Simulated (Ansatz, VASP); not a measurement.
# One calculation of SbAsPb3, two programs

```
CELL_PARAMETERS angstrom
6.78000 0.00000 0.00000
0.00000 6.78000 0.00000
0.00000 0.00000 6.78000
ATOMIC_POSITIONS crystal
As 0.00000 0.00000 0.00000
Sb 0.50000 0.50000 0.50000
Pb 0.50000 0.50000 0.00000
Pb 0.50000 0.00000 0.50000
Pb 0.00000 0.50000 0.50000
```

The cell comes from a database or a generator and needn't be the stable form of this composition.

Alike in both runs: task single point; functional PBE; k mesh 4 × 4 × 4; occupations gaussian, width 0.05 eV; no spin polarisation.

|  | VASP | Ansatz |
| --- | --- | --- |
| version | VASP 6.6.1 | Ansatz 0.2.0 |
| potentials or method | VASP PAW PBE potentials, release 64 (As, Sb, Pb_d) | scalar-relativistic, plane waves, PAW |
| plane-wave cutoff (eV) | 520 | 420 |
| valence electrons in the cell | 52 | 72 |

```csv
,VASP,Ansatz,Ansatz less VASP
gap on the k mesh at the Fermi level (eV),none,none,-
pressure (GPa),-4.4,-4.4,+0.03
```

A gap of «none» marks a metal or a gap that the smearing closes. The functional is the same, so the differences come from potentials, cutoffs and numerics. The two sets of potentials don't hold the same shells in valence.

The runs have no spin-orbit coupling, so splittings on Pb, Sb are missing.
